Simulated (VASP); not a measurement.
Level of theory: PBEsol GGA, VASP's PBE PAW potentials (set 64) (plane waves; VASP).

VASP ran on this input.

File KPOINTS:
```
kpoints
0
Gamma
  3 7 1
0 0 0
```

INCAR:
```
SYSTEM  =  Ca(211) slab
PREC  =  Normal; ENCUT  =  400; LREAL  =  .FALSE.
LASPH  =  .TRUE.
EDIFF  =  1E-5; NELM  =  100; NELMIN  =  4
ALGO  =  Normal
ISMEAR  =  1; SIGMA  =  0.1
GGA  =  PS
IBRION  =  2; NSW  =  50; ISIF  =  2
EDIFFG  =  -0.03
LWAVE  =  .TRUE.; LCHARG  =  .FALSE.
DIPOL  =  0.5 0.5 0.5
LDIPOL  =  .TRUE.; IDIPOL  =  3
```

### POSCAR
```
Ca(211) slab
1
    9.4506116521     0.0000000000     0.0000000000
    0.0000000000     3.8581960111    -0.0000000000
   -0.0000000000    -0.0000000000    23.5776296149
Ca
8
Direct
  0.8333330000   0.2500000000   0.3346660000
  0.1666670000   0.7500000000   0.3819040000
  0.5000000000   0.2500000000   0.4291430000
  0.8333330000   0.7500000000   0.4763810000
  0.1666670000   0.2500000000   0.5236190000
  0.5000000000   0.7500000000   0.5708570000
  0.8333330000   0.2500000000   0.6180960000
  0.1666670000   0.7500000000   0.6653340000
```

POTCAR, in this order: Ca_sv (PBE.64 set). Program: vasp_std.

Predict the energy per atom (σ→0), band gap (on the k-mesh).

```
Item                                                        Result
------------------------  ----------------------------------------
energy per atom (σ→0)                               -1805 meV/atom
band gap (on the k-mesh)  none (metal, semimetal or under 0.01 eV)
```

**OSZICAR**
```
...
   9 F= -.14437255E+02 E0= -.14437493E+02  d E =-.781465E-02
       N       E                     dE             d eps       ncg     rms          rms(c)
DAV:   1    -0.144331047987E+02    0.41459E-02   -0.31970E+00   768   0.102E+01    0.357E-01
DAV:   2    -0.144387044178E+02   -0.55996E-02   -0.76474E-02   808   0.161E+00    0.135E-01
DAV:   3    -0.144388640295E+02   -0.15961E-03   -0.32765E-03  1240   0.220E-01    0.512E-02
DAV:   4    -0.144388820852E+02   -0.18056E-04   -0.11849E-04  1040   0.529E-02    0.172E-02
DAV:   5    -0.144388869464E+02   -0.48611E-05   -0.11288E-05   632   0.156E-02
  10 F= -.14438887E+02 E0= -.14439044E+02  d E =-.163243E-02
```

The cell is a thin slab with vacuum, built from Ca (fcc): (211) face.
